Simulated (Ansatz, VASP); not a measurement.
## Two plane-wave programs on ZnRe2

```
Zn Re
1.0
     0.00000    2.89556    2.89556
     2.89556    0.00000    2.89556
     2.89556    2.89556    0.00000
Zn Re
1 2
Direct
  0.00000 0.00000 0.00000
  0.75000 0.75000 0.75000
  0.25000 0.25000 0.25000
```

Change from the starting cell: species swapped into the Ga2Pt type (Fm-3m, No. 225).

Alike in both runs: functional PBE; k mesh 14 × 14 × 14; occupations gaussian, width 0.1 eV; no spin polarisation.

Ansatz relaxed the structure, and its values are those at the end. VASP's run is a single point on that final structure, the one shown.

```csv
,VASP,Ansatz
version,VASP 6.6.1,Ansatz 0.2.0
potentials or method,"VASP PAW PBE potentials, release 64 (Zn, Re)","scalar-relativistic, plane waves, PAW"
plane-wave cutoff (eV),520,420
valence electrons in the cell,26,42
```

|  | VASP | Ansatz | Ansatz less VASP |
| --- | --- | --- | --- |
| gap on the k mesh at the Fermi level (eV) | none | none | - |
| pressure (GPa) | 0.3 | 0.0 | -0.30 |

A gap of «none» marks a metal or a gap that the smearing closes. With one functional, cell and mesh, what is left measures potentials, basis and numerics. The two sets of potentials don't hold the same shells in valence.

The runs have no spin-orbit coupling, so splittings on Re are missing.
